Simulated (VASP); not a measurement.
Given:

```yaml
crystal:
  lattice:
    - [0.00000, 3.23000, 3.23000]
    - [3.23000, 0.00000, 3.23000]
    - [3.23000, 3.23000, 0.00000]
  atoms:
    - { symbol: Te, position: [0.50000, 0.50000, 0.50000] }
    - { symbol: Pb, position: [0.00000, 0.00000, 0.00000] }
```

Level of theory: PBE GGA, VASP's PBE PAW potentials (set 64) (plane waves; VASP). Run with 300 eV cut-off, 9×9×9 Γ-centred mesh, Fermi-Dirac smearing of 0.010 eV, potentials Te Pb_d.

Unless said otherwise, spin-orbit coupling is left out, though it shifts the bands of the heavy elements here.

Task: Give the energies of bands 7 to 13 at the high-symmetry points, in eV from the valence-band maximum.

Result: 
```csv
band,Γ,X,U,L,W
7,-5.60,-7.30,-7.97,-8.59,-7.99
8,-1.35,-4.51,-4.12,-0.89,-3.79
9,-1.35,-2.81,-2.30,-0.89,-3.79
10,-1.35,-2.81,-2.08,0.00,-0.36
11,4.08,3.29,3.58,0.73,1.67
12,4.08,5.48,3.78,1.27,5.22
13,4.08,5.48,5.13,1.27,5.22
```

The gap is direct, 0.73 eV, from the valence maximum at L to the conduction minimum at L.

The structure is a typed PbTe crystal (Fm-3m). The cell was not relaxed at this level.
